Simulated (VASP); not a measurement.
Given:

```
PtTe2
1.0
    2.02129    -3.50098     0.00000
    2.02129     3.50098     0.00000
    0.00000     0.00000     5.14406
Te Pt
2 1
Direct
  0.33333   0.66667   0.26193
  0.66667   0.33333   0.73807
  0.00000   0.00000   0.00000
```

These are PBEsol GGA, VASP's PBE PAW potentials (set 64) (plane waves; VASP 6.6.1) values and carry that method's errors. Numerical set-up: 400 eV cut-off, Gaussian smearing of 0.050 eV, potentials Te Pt.

**Question.** Give the energies of bands 3 to 14 at the high-symmetry points, in eV from the Fermi level.

**Answer.** 
```csv
band,Γ,M,K,A,L,H
3,-6.82,-6.75,-6.81,-5.68,-7.28,-6.17
4,-5.79,-5.12,-5.57,-5.68,-5.92,-6.17
5,-5.79,-4.83,-5.57,-4.51,-5.44,-5.97
6,-3.80,-3.78,-4.37,-3.84,-4.47,-4.28
7,-3.80,-3.55,-4.37,-3.84,-3.52,-4.06
8,-2.70,-3.50,-3.68,-2.33,-3.45,-4.06
9,-0.53,-3.45,-2.00,-1.41,-3.27,-3.52
10,-0.53,-3.41,-1.87,-1.29,-2.40,-2.74
11,0.87,-2.92,-1.87,-1.29,-0.74,-2.74
12,0.87,0.07,-0.23,2.21,0.31,2.55
13,1.56,2.59,-0.23,2.21,1.31,2.55
14,2.49,3.81,2.54,4.08,4.26,5.78
```

It has no gap at this level: it comes out as a metal or semimetal.

The compound is PtTe2 in the 1T layered structure. It was relaxed first.
